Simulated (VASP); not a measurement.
Data:

```
CELL_PARAMETERS angstrom
     -2.00802     2.00802     3.96051
      2.00802    -2.00802     3.96051
      2.00802     2.00802    -3.96051
ATOMIC_POSITIONS crystal
  Ag 0.75000 0.25000 0.50000
  Ag 0.25000 0.75000 0.50000
  Ag 0.50000 0.50000 0.00000
  Pd 0.00000 0.00000 0.00000
```

Level of theory: PBEsol GGA with spin-orbit coupling, VASP's PBE PAW potentials (set 64) (plane waves; VASP). Settings: 400 eV cut-off, 10×10×10 Γ-centred mesh, Gaussian smearing of 0.050 eV, potentials Ag Pd.

### Question
The job: Ag$_{3}$Pd (space group I4/mmm), 4 atoms, PBEsol+SOC, static run, 400 eV, 10×10×10 Γ-centred mesh. Roughly how much core time does it take on a busy server core?

### Answer
About 20 core-minutes (one run on a shared machine, a rough figure). It had 102 irreducible k-points, 50 bands, up to 2416 plane waves and 13 electronic steps.

The structure comes from a computed database's Ag3Pd entry (I4/mmm); how it stands against other phases isn't given here. It was relaxed first.
